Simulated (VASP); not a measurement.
Here is a VASP 6.6.1 calculation.

File INCAR:

```
SYSTEM = MgSiH4O
  PREC = Accurate
  ENCUT = 520
  EDIFF = 1E-6
  ISMEAR = 0
  SIGMA = 0.01
  LREAL = .False.
  LASPH = .True.
  NELM = 60
  ALGO = Fast
  ISIF = 2
  LWAVE = .False.
  LCHARG = .True.
  GGA = PE
  LELF = .True.
```

Contents of KPOINTS:

```
Automatic mesh
0
Gamma
  1 1 1
  0 0 0
```

POSCAR

```
MgSiH4O
1.0
   15.0000000000      0.0000000000      0.0000000000
    0.0000000000     12.0000000000      0.0000000000
    0.0000000000      0.0000000000     12.0000000000
Mg O Si H
1 1 1 4
Direct
    0.4206233300      0.4324083300      0.4435291700
    0.5299033300      0.4814083300      0.4796708300
    0.6279633300      0.5255916700      0.5120458300
    0.3178833300      0.3863416700      0.4095458300
    0.6761033300      0.5698750000      0.4125541700
    0.6236766700      0.6171583300      0.5961208300
    0.6838500000      0.4346916700      0.5603958300
```

Potentials or basis: VASP PAW PBE potentials, release 64 (Mg, O, Si, H).

Launch:

```sh
$ cat potpaw_PBE.64/Mg/POTCAR potpaw_PBE.64/O/POTCAR potpaw_PBE.64/Si/POTCAR potpaw_PBE.64/H/POTCAR > POTCAR
$ mpirun -np 1 vasp_gam > vasp.out
```

Q: What does it give for the gap between the frontier levels?

A: 4.90 eV.

Q: Estimate the largest force.

A: 0.362 eV/Å.

Forces on the atoms (eV/Å):
```
Mg  -0.125 -0.047 -0.035
O   -0.279 -0.096 -0.069
Si   0.334  0.113  0.083
H   -0.071 -0.026 -0.020
H    0.066  0.048 -0.097
H    0.000  0.096  0.087
H    0.075 -0.087  0.051
```
